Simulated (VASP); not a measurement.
Computed with r2SCAN meta-GGA, VASP's PBE PAW potentials (set 64) (plane waves; VASP).

Input for VASP

INCAR:
```
LASPH  =  .TRUE.
EDIFFG  =  -0.01   # ionic stop
PREC  =  Accurate
LMAXMIX  =  4
LWAVE  =  .FALSE.
METAGGA  =  R2SCAN
LMIXTAU  =  .TRUE.
ISIF  =  3   # ions, shape and volume
LREAL  =  .FALSE.   # projection in real space or not
NELM  =  100
IBRION  =  2   # conjugate gradients
ENCUT  =  400   # plane-wave cut-off (eV)
EDIFF  =  1E-6
SIGMA  =  0.1   # width (eV)
ALGO  =  Normal   # blocked Davidson
LCHARG  =  .FALSE.
ISMEAR  =  1   # Methfessel-Paxton
SYSTEM  =  YSe
NSW  =  60   # most ionic steps
```

POSCAR:
```
YSe
1
    0.0000000000     3.1855806422     3.1855806422
    3.1855806422     0.0000000000     3.1855806422
    3.1855806422     3.1855806422    -0.0000000000
Y Se
1 1
Direct
  0.0000000000   0.0000000000   0.0000000000
  0.2500000000   0.2500000000   0.2500000000
```

**KPOINTS**
```
Automatic mesh
0
Gamma
9 9 9
0 0 0
```

POTCAR, in this order: Y_sv Se (PBE.64 set). Program: vasp_std.

Output

**OSZICAR**
```
       N       E                     dE             d eps       ncg     rms          rms(c)
DAV:   1     0.294778650621E+02    0.29478E+02   -0.69579E+03   848   0.103E+03
DAV:   2    -0.380646855118E+02   -0.67543E+02   -0.64332E+02  1080   0.205E+02
DAV:   3    -0.423777378829E+02   -0.43131E+01   -0.42529E+01  1144   0.440E+01
DAV:   4    -0.426392168555E+02   -0.26148E+00   -0.26000E+00  1364   0.100E+01
DAV:   5    -0.426430838121E+02   -0.38670E-02   -0.38657E-02  1132   0.107E+00    0.258E+01
DAV:   6    -0.375164383391E+02    0.51266E+01   -0.33975E+00  1088   0.129E+01    0.192E+01
DAV:   7    -0.381555760112E+02   -0.63914E+00   -0.19464E+00  1532   0.954E+00    0.216E+00
DAV:   8    -0.385945644876E+02   -0.43899E+00   -0.11078E+00  1328   0.811E+00    0.364E+00
DAV:   9    -0.377616327303E+02    0.83293E+00   -0.84677E-01  1032   0.712E+00    0.273E+00
DAV:  10    -0.377474625492E+02    0.14170E-01   -0.12480E-01   940   0.357E+00    0.307E-01
DAV:  11    -0.377864198664E+02   -0.38957E-01   -0.34093E-02  1012   0.158E+00    0.238E-01
DAV:  12    -0.377900922936E+02   -0.36724E-02   -0.32357E-03  1068   0.565E-01    0.216E-01
DAV:  13    -0.377915332427E+02   -0.14409E-02   -0.26489E-03  1032   0.457E-01    0.901E-02
DAV:  14    -0.377918244029E+02   -0.29116E-03   -0.20205E-03   972   0.409E-01    0.130E-01
DAV:  15    -0.377916890835E+02    0.13532E-03   -0.65140E-04  1020   0.235E-01    0.495E-02
DAV:  16    -0.377915389509E+02    0.15013E-03   -0.24682E-04  1000   0.144E-01    0.555E-02
DAV:  17    -0.377916515040E+02   -0.11255E-03   -0.19575E-04   968   0.126E-01    0.157E-02
DAV:  18    -0.377917122013E+02   -0.60697E-04   -0.50674E-05  1068   0.670E-02    0.927E-03
DAV:  19    -0.377917129431E+02   -0.74179E-06   -0.98672E-07   792   0.100E-02
   1 F= -.37791713E+02 E0= -.37791386E+02  d E =-.377917E+02
```

**OUTCAR**
```
------------------------ aborting loop because EDIFF is reached ----------------------------------------
  FORCE on cell =-STRESS in cart. coord.  units (eV):
  Direction    XX          YY          ZZ          XY          YZ          ZX
  --------------------------------------------------------------------------------------
  Total        0.0086951      0.0086951      0.0086951     -0.0000000      0.0000000     -0.0000000
  in kB        0.2154712      0.2154712      0.2154712     -0.0000000      0.0000000     -0.0000000
  external PRESSURE =       0.2154712 kB  Pullay stress =       0.0000000 kB
  volume of cell :       64.65
      direct lattice vectors                 reciprocal lattice vectors
     0.000000000  3.185580642  3.185580642    -0.156957257  0.156957257  0.156957257
     3.185580642  0.000000000  3.185580642     0.156957257 -0.156957257  0.156957257
     3.185580642  3.185580642  0.000000000     0.156957257  0.156957257 -0.156957257
 POSITION                                       TOTAL-FORCE (eV/Angst)
 -----------------------------------------------------------------------------------
      0.00000      0.00000      0.00000        -0.000000      0.000000     -0.000000
      1.59279      1.59279      1.59279         0.000000     -0.000000      0.000000
 -----------------------------------------------------------------------------------
    total drift:                                0.000000      0.000000      0.000000
  FREE ENERGIE OF THE ION-ELECTRON SYSTEM (eV)
  ---------------------------------------------------
  free  energy   TOTEN  =       -37.7917129431 eV

  energy  without entropy=      -37.7907329558  energy(sigma->0) =      -37.79138628

 reached required accuracy - stopping structural energy minimisation
```
(Selected blocks of OUTCAR.)

The structure was generated: YSe was put into the zinc blende type (F-43m), which need not be its known phase. It was relaxed first, which changed the volume by -30 %. The start is the result of an earlier pass. The electron count is odd and the run is not spin-polarised, which forces a metal.
